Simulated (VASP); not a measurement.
Output of a VASP run:

OSZICAR:
```
       N       E                     dE             d eps       ncg     rms          rms(c)
DAV:   1     0.467202423259E+03    0.46720E+03   -0.29612E+04  6716   0.123E+03
DAV:   2     0.782075503576E+01   -0.45938E+03   -0.44991E+03  7476   0.328E+02
DAV:   3    -0.216929658486E+02   -0.29514E+02   -0.29305E+02  8008   0.801E+01
DAV:   4    -0.221471979456E+02   -0.45423E+00   -0.45305E+00  7614   0.100E+01
DAV:   5    -0.221553442654E+02   -0.81463E-02   -0.81435E-02  7756   0.133E+00    0.195E+01
DAV:   6    -0.206208327423E+02    0.15345E+01   -0.38712E+00  8730   0.174E+01    0.146E+01
DAV:   7    -0.206643503712E+02   -0.43518E-01   -0.20101E+00  7163   0.646E+00    0.303E+00
DAV:   8    -0.206021102393E+02    0.62240E-01   -0.42025E-01  8287   0.488E+00    0.114E+00
DAV:   9    -0.206033371354E+02   -0.12269E-02   -0.38735E-02  7399   0.142E+00    0.335E-01
DAV:  10    -0.206033221562E+02    0.14979E-04   -0.20157E-03  7474   0.252E-01    0.860E-02
DAV:  11    -0.206033322697E+02   -0.10114E-04   -0.24784E-04  7769   0.799E-02    0.410E-02
DAV:  12    -0.206033422304E+02   -0.99607E-05   -0.45443E-05  7171   0.307E-02    0.244E-02
DAV:  13    -0.206033470484E+02   -0.48180E-05   -0.84584E-06  7737   0.115E-02    0.109E-02
DAV:  14    -0.206033469491E+02    0.99330E-07   -0.33007E-06  7040   0.660E-03    0.401E-03
DAV:  15    -0.206033469938E+02   -0.44708E-07   -0.35660E-07  6505   0.251E-03
   1 F= -.20603347E+02 E0= -.20603347E+02  d E =0.000000E+00
```

### OUTCAR
```
------------------------ aborting loop because EDIFF is reached ----------------------------------------
  FORCE on cell =-STRESS in cart. coord.  units (eV):
  Direction    XX          YY          ZZ          XY          YZ          ZX
  --------------------------------------------------------------------------------------
  Total        0.0309291      0.0309291      0.0309291     -0.0042573      0.0042573      0.0042573
  in kB        0.2351945      0.2351945      0.2351945     -0.0323740      0.0323740      0.0323740
  external PRESSURE =       0.2351945 kB  Pullay stress =       0.0000000 kB
  volume of cell :      210.69
      direct lattice vectors                 reciprocal lattice vectors
     0.000000000  2.973003275  2.973003275    -0.168054453  0.168305755  0.168054453
     2.973003275  0.000000000  2.973003275     0.168305755 -0.168054453  0.168054453
    11.909822549 11.909822549 -0.017809447     0.041950788  0.041950788 -0.041950788
 POSITION                                       TOTAL-FORCE (eV/Angst)
 -----------------------------------------------------------------------------------
     11.83964     11.83964      0.05237         0.004561      0.004561     -0.004561
      6.01370      6.01370      5.87831        -0.008677     -0.008677      0.008677
      8.94624      8.94624      5.91878         0.008354      0.008354     -0.008354
      8.91421      8.91421      0.00480        -0.005281     -0.005281      0.005281
      1.50690      1.50690      1.46611        -0.005035     -0.005035      0.005035
      4.49849      4.49849      1.44752         0.012418      0.012418     -0.012418
      7.43946      7.43946      1.47955        -0.006947     -0.006947      0.006947
     10.37712     10.37712      1.51489         0.000606      0.000606     -0.000606
 -----------------------------------------------------------------------------------
    total drift:                               -0.000004     -0.000004      0.000004
  FREE ENERGIE OF THE ION-ELECTRON SYSTEM (eV)
  ---------------------------------------------------
  free  energy   TOTEN  =       -20.6033469938 eV

  energy  without entropy=      -20.6033469938  energy(sigma->0) =      -20.60334699

 total charge

# of ion       s       p       d       tot
------------------------------------------
    1        0.707   0.426   9.383  10.517
    2        0.687   0.402   9.389  10.478
    3        0.679   0.406   9.393  10.478
    4        0.680   0.406   9.393  10.479
    5        1.464   2.297   0.036   3.798
    6        1.340   2.283   0.000   3.623
    7        1.339   2.284   0.000   3.623
    8        1.338   2.284   0.000   3.622
--------------------------------------------------
tot          8.233  10.789  37.595  56.617
```
(Selected blocks of OUTCAR.)

### POSCAR
```
Hg4S3Se
1
    0.0000000000     2.9730032755     2.9730032755
    2.9730032755     0.0000000000     2.9730032755
   11.9098225495    11.9098225495    -0.0178094472
Hg Se S
4 1 3
Direct
  0.0117764046   0.0117764046   0.9911676965
  0.9893874912   0.9893874912   0.2579593816
  0.9969250332   0.9969250332   0.5023062251
  0.0030469852   0.0030469852   0.7477147611
  0.2467642050   0.2467642050   0.0649268463
  0.2443925534   0.2443925534   0.3167055850
  0.2505151772   0.2505151772   0.5621136171
  0.2571921502   0.2571921502   0.8071058874
```

Reconstruct the remaining input files.

This is not unique; one that fits is the input of the run itself, PBEsol GGA, plane waves, VASP's PBE PAW potentials (set 64).

INCAR:
```
ALGO=Normal
EDIFF=1E-7
ENCUT=400
GGA=PS
ISIF=2
ISMEAR=-5
LASPH=.True.
LCHARG=.True.
LMAXMIX=6
LORBIT=11
LREAL=.False.
LWAVE=.False.
NEDOS=601
NELM=100
PREC=Accurate
SYSTEM=Hg4S3Se
```

**KPOINTS**
```
Automatic
0
G
10 10 3
0 0 0
```

POTCAR, in this order: Hg Se S (PBE.64 set). Program: vasp_std.

For a metal the tetrahedron method with Blöchl corrections gives inexact stress and forces.

The structure was generated: Hg4S3Se was put into an ordered model structure (R3m), which need not be its known phase. It was relaxed first.
